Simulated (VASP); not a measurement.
Computed with PBEsol GGA, VASP's PBE PAW potentials (set 64) (plane waves; VASP).

The input files of a VASP run:

**KPOINTS**
```
Automatic mesh
0
Gamma
7 7 4
0 0 0
```

INCAR:
```
ALGO = Normal
EDIFF = 1E-7
ENCUT = 530
GGA = PS
IBRION = 6
ISIF = 3
ISMEAR = 0
LASPH = .TRUE.
LCHARG = .FALSE.
LMAXMIX = 6
LREAL = .FALSE.
LWAVE = .FALSE.
NELM = 100
NFREE = 2
NSW = 1
POTIM = 0.015
PREC = Accurate
SIGMA = 0.05
SYSTEM = PtS2
```

File POSCAR:
```
PtS2
1
    1.7829133649    -3.0880966056    -0.0000000000
    1.7829133649     3.0880966056     0.0000000000
    0.0000000000     0.0000000000     4.8232578439
Pt S
1 2
Direct
  1.0000000000   1.0000000000   1.0000000000
  0.3333330000   0.6666670000   0.2483770505
  0.6666670000   0.3333330000   0.7516229495
```

POTCAR, in this order: Pt S (PBE.64 set). Program: vasp_std.

Output

### OSZICAR
```
       N       E                     dE             d eps       ncg     rms          rms(c)
DAV:   1     0.115260580172E+03    0.11526E+03   -0.10851E+04   872   0.134E+03
DAV:   2    -0.132391309806E+02   -0.12850E+03   -0.12518E+03  1071   0.250E+02
DAV:   3    -0.182884853941E+02   -0.50494E+01   -0.49568E+01  1120   0.534E+01
DAV:   4    -0.183415333709E+02   -0.53048E-01   -0.53038E-01  1064   0.589E+00
DAV:   5    -0.183424019811E+02   -0.86861E-03   -0.86859E-03  1148   0.736E-01    0.190E+01
DAV:   6    -0.172598476969E+02    0.10826E+01   -0.77818E+00   854   0.286E+01    0.123E+01
DAV:   7    -0.170276710915E+02    0.23218E+00   -0.13188E+00   868   0.129E+01    0.566E+00
DAV:   8    -0.170004642277E+02    0.27207E-01   -0.91602E-02   959   0.226E+00    0.132E+00
DAV:   9    -0.169951783754E+02    0.52859E-02   -0.12690E-02   994   0.127E+00    0.272E-01
DAV:  10    -0.169952555143E+02   -0.77139E-04   -0.19391E-03  1008   0.323E-01    0.774E-02
DAV:  11    -0.169952672921E+02   -0.11778E-04   -0.47205E-05  1134   0.618E-02    0.466E-02
DAV:  12    -0.169952670199E+02    0.27222E-06   -0.52992E-06  1015   0.229E-02    0.155E-02
DAV:  13    -0.169952673393E+02   -0.31941E-06   -0.17152E-06  1043   0.106E-02    0.398E-03
DAV:  14    -0.169952673731E+02   -0.33743E-07   -0.60292E-08   672   0.222E-03
   1 F= -.16995267E+02 E0= -.16995267E+02  d E =-.112416E-05
 Found     4 degrees of freedom:
 Adding 6 more for cell shape distortion
```

**OUTCAR**
```
------------------------ aborting loop because EDIFF is reached ----------------------------------------
  FORCE on cell =-STRESS in cart. coord.  units (eV):
  Direction    XX          YY          ZZ          XY          YZ          ZX
  --------------------------------------------------------------------------------------
  Total        0.0035205      0.0035205     -0.0105956      0.0000000      0.0000000     -0.0000000
  in kB        0.1061992      0.1061992     -0.3196290      0.0000000      0.0000000     -0.0000000
  external PRESSURE =      -0.0357435 kB  Pullay stress =       0.0000000 kB
  volume of cell :       53.11
      direct lattice vectors                 reciprocal lattice vectors
     1.782913365 -3.088096606  0.000000000     0.280439874 -0.161912033  0.000000000
     1.782913365  3.088096606  0.000000000     0.280439874  0.161912033  0.000000000
     0.000000000  0.000000000  4.823257844     0.000000000  0.000000000  0.207328746
 POSITION                                       TOTAL-FORCE (eV/Angst)
 -----------------------------------------------------------------------------------
      0.00000      0.00000      0.00000        -0.000000     -0.000000      0.000000
      1.78291      1.02937      1.19799        -0.000000      0.000000      0.004849
      1.78291     -1.02937      3.62527         0.000000      0.000000     -0.004849
 -----------------------------------------------------------------------------------
    total drift:                                0.000000     -0.000000      0.000000
  FREE ENERGIE OF THE ION-ELECTRON SYSTEM (eV)
  ---------------------------------------------------
  free  energy   TOTEN  =       -16.9952673731 eV

  energy  without entropy=      -16.9952662489  energy(sigma->0) =      -16.99526681
```
(Selected blocks of OUTCAR.)

File stdout:
```
...
 entering main loop
       N       E                     dE             d eps       ncg     rms          rms(c)
DAV:   1     0.115260580172E+03    0.11526E+03   -0.10851E+04   872   0.134E+03
DAV:   2    -0.132391309806E+02   -0.12850E+03   -0.12518E+03  1071   0.250E+02
DAV:   3    -0.182884853941E+02   -0.50494E+01   -0.49568E+01  1120   0.534E+01
DAV:   4    -0.183415333709E+02   -0.53048E-01   -0.53038E-01  1064   0.589E+00
DAV:   5    -0.183424019811E+02   -0.86861E-03   -0.86859E-03  1148   0.736E-01    0.190E+01
DAV:   6    -0.172598476969E+02    0.10826E+01   -0.77818E+00   854   0.286E+01    0.123E+01
DAV:   7    -0.170276710915E+02    0.23218E+00   -0.13188E+00   868   0.129E+01    0.566E+00
DAV:   8    -0.170004642277E+02    0.27207E-01   -0.91602E-02   959   0.226E+00    0.132E+00
DAV:   9    -0.169951783754E+02    0.52859E-02   -0.12690E-02   994   0.127E+00    0.272E-01
DAV:  10    -0.169952555143E+02   -0.77139E-04   -0.19391E-03  1008   0.323E-01    0.774E-02
DAV:  11    -0.169952672921E+02   -0.11778E-04   -0.47205E-05  1134   0.618E-02    0.466E-02
DAV:  12    -0.169952670199E+02    0.27222E-06   -0.52992E-06  1015   0.229E-02    0.155E-02
DAV:  13    -0.169952673393E+02   -0.31941E-06   -0.17152E-06  1043   0.106E-02    0.398E-03
DAV:  14    -0.169952673731E+02   -0.33743E-07   -0.60292E-08   672   0.222E-03
   1 F= -.16995267E+02 E0= -.16995267E+02  d E =-.112416E-05
 Found     4 degrees of freedom:
 Adding 6 more for cell shape distortion
 Finite differences POTIM= 0.01500 DOF=  10

 -----------------------------------------------------------------------------
|                                                                             |
|     EEEEEEE  RRRRRR   RRRRRR   OOOOOOO  RRRRRR      ###     ###     ###     |
|     E        R     R  R     R  O     O  R     R     ###     ###     ###     |
|     E        R     R  R     R  O     O  R     R     ###     ###     ###     |
|     EEEEE    RRRRRR   RRRRRR   O     O  RRRRRR       #       #       #      |
|     E        R   R    R   R    O     O  R   R                               |
|     E        R    R   R    R   O     O  R    R      ###     ###     ###     |
|     EEEEEEE  R     R  R     R  OOOOOOO  R     R     ###     ###     ###     |
|                                                                             |
|     RE_READ_KPOINTS: the new IBZ does not contain all k-points of the       |
|     original IBZ.                                                           |
|                                                                             |
|     ... try setting KBLOWUP=.FALSE.                                         |
|     ... as a last resort: switch off symmetry                               |
|                                                                             |
|       ---->  I REFUSE TO CONTINUE WITH THIS SICK JOB ... BYE!!! <----       |
|                                                                             |
 -----------------------------------------------------------------------------
```

VASP stops with an error: RE_READ_KPOINTS: the new IBZ does not contain all k-points of the original IBZ. ... try setting KBLOWUP=.FALSE. ... as a last resort: switch off symmetry ----> I REFUSE TO CONTINUE WITH THIS SICK JOB ... BYE!!! <----

Without a dispersion term in the relaxation, distances and binding between the weakly bound layers, chains or molecules are unreliable, and so is what depends on them.

The compound is PtS2 in the 1T layered structure. It was relaxed first.
